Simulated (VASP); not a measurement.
Crystal: MgS.

```
Mg S
1.0
     0.00000    2.83000    2.83000
     2.83000    0.00000    2.83000
     2.83000    2.83000    0.00000
Mg S
1 1
Direct
  0.00000 0.00000 0.00000
  0.25000 0.25000 0.25000
```

The cell was built by a generator and needn't be a form met in nature.

| Quantity | Value |
| --- | --- |
| Program | VASP 6.6.1 |
| Task | relaxation of cell and atoms |
| Functional | LDA |
| Potentials or basis | VASP PAW LDA potentials, release 64 (Mg, S) |
| Cutoff | 600 eV |
| k mesh | 8 × 8 × 8 |
| Occupations | gaussian, width 0.02 eV |
| Spin | no spin polarisation |

At the start: pressure -2.3 GPa; volume 22.67 Å³/atom.

Q: Where does the relaxation end?

A: Over 3 steps the energy falls by 6.7 meV/atom and the volume is 21.77 Å³/atom (-3.9 %); space group F-43m (No. 216, to 0.05 Å).

The path:
```tsv
step	energy change (eV)	largest force (eV/Å)	pressure (GPa)	volume (Å³)
1	0.0000	0.0000	-2.33	45.33
2	-0.0129	0.0000	0.50	43.20
3	-0.0135	0.0000	0.00	43.54
```

Final structure:
```
CELL_PARAMETERS angstrom
0.00000 2.79224 2.79224
2.79224 0.00000 2.79224
2.79224 2.79224 0.00000
ATOMIC_POSITIONS crystal
Mg 0.00000 0.00000 0.00000
S 0.25000 0.25000 0.25000
```
